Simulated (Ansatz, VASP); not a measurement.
## Two plane-wave programs on SrRe6

INCAR

```
SYSTEM = SrRe6
PREC     = Accurate       ! precision mode
ENCUT    = 520            ! plane-wave cutoff, eV
EDIFF    = 1E-7           ! SCF threshold, eV
ISMEAR   = 0              ! smearing method
SIGMA    = 0.1            ! smearing width, eV
LREAL    = .False.        ! projectors in reciprocal space
LASPH    = .True.         ! aspherical terms in the spheres
NELM     = 100            ! most SCF steps
ALGO     = Normal         ! electronic algorithm
ISIF     = 2              ! what is computed and relaxed
LWAVE    = .False.        ! write WAVECAR
LCHARG   = .True.         ! write CHGCAR
GGA      = PE             ! functional
LELF     = .True.         ! ELF
LVHAR    = .True.       
NBANDS   = 35             ! bands
```

KPOINTS

```
Automatic mesh
0
Gamma
  8 8 8
  0 0 0
```

Contents of POSCAR:

```
SrRe6
1.0
   -3.4691825500      3.4691825500      3.4691825500
    3.4691825500     -3.4691825500      3.4691825500
    3.4691825500      3.4691825500     -3.4691825500
Sr Re
1 6
Direct
    0.0000000000      0.0000000000      0.0000000000
    0.7500000000      0.2500000000      0.5000000000
    0.2500000000      0.7500000000      0.5000000000
    0.5000000000      0.2500000000      0.7500000000
    0.7500000000      0.5000000000      0.2500000000
    0.5000000000      0.7500000000      0.2500000000
    0.2500000000      0.5000000000      0.7500000000
```

Input for Ansatz:

```yaml
crystal:
  lattice:
    - [-3.46918255, 3.46918255, 3.46918255]
    - [3.46918255, -3.46918255, 3.46918255]
    - [3.46918255, 3.46918255, -3.46918255]
  atoms:
    - { symbol: Sr, position: [0.0, 0.0, 0.0] }
    - { symbol: Re, position: [0.75, 0.25, 0.5] }
    - { symbol: Re, position: [0.25, 0.75, 0.5] }
    - { symbol: Re, position: [0.5, 0.25, 0.75] }
    - { symbol: Re, position: [0.75, 0.5, 0.25] }
    - { symbol: Re, position: [0.5, 0.75, 0.25] }
    - { symbol: Re, position: [0.25, 0.5, 0.75] }
basis:
  ecutwfc: 420
kpoints:
  mp_grid: { grid: [8, 8, 8] }
  band_path:
    path:
      - [[0.0, 0.0, 0.0], [0.5, -0.5, 0.5], [0.0, 0.0, 0.5], [0.0, 0.0, 0.0], [0.25, 0.25, 0.25], [0.5, -0.5, 0.5]]
      - [[0.25, 0.25, 0.25], [0.0, 0.0, 0.5]]
    npoints: 14
hamiltonian:
  xc: pbe
scf:
  occupations: { method: gaussian, width: 0.1 }
  n_extra_bands: 17
output:
  forces: true
  stress: true
  eigenvalues: true
  populations: true
  dos: { projected: true, de: 0.02, nscf_kmesh: { grid: [10, 10, 10] } }
  bader: true
```

The cell was built by a generator and needn't be a form met in nature.

Alike in both runs: task single point; functional PBE; k mesh 8 × 8 × 8; occupations gaussian, width 0.1 eV; no spin polarisation.

|  | VASP | Ansatz |
| --- | --- | --- |
| version | VASP 6.6.1 | Ansatz 0.2.0 |
| potentials or method | VASP PAW PBE potentials, release 64 (Sr_sv, Re) | scalar-relativistic, plane waves, PAW |
| plane-wave cutoff (eV) | 520 | 420 |
| valence electrons in the cell | 52 | 100 |

|  | VASP | Ansatz | Ansatz less VASP |
| --- | --- | --- | --- |
| gap on the k mesh at the Fermi level (eV) | none | none | - |
| pressure (GPa) | -1.2 | 0.0 | +1.22 |

A gap of «none» marks a metal or a gap that the smearing closes. With one functional, cell and mesh, what is left measures potentials, basis and numerics. The two sets of potentials don't hold the same shells in valence.

The runs have no spin-orbit coupling, so splittings on Re are missing.
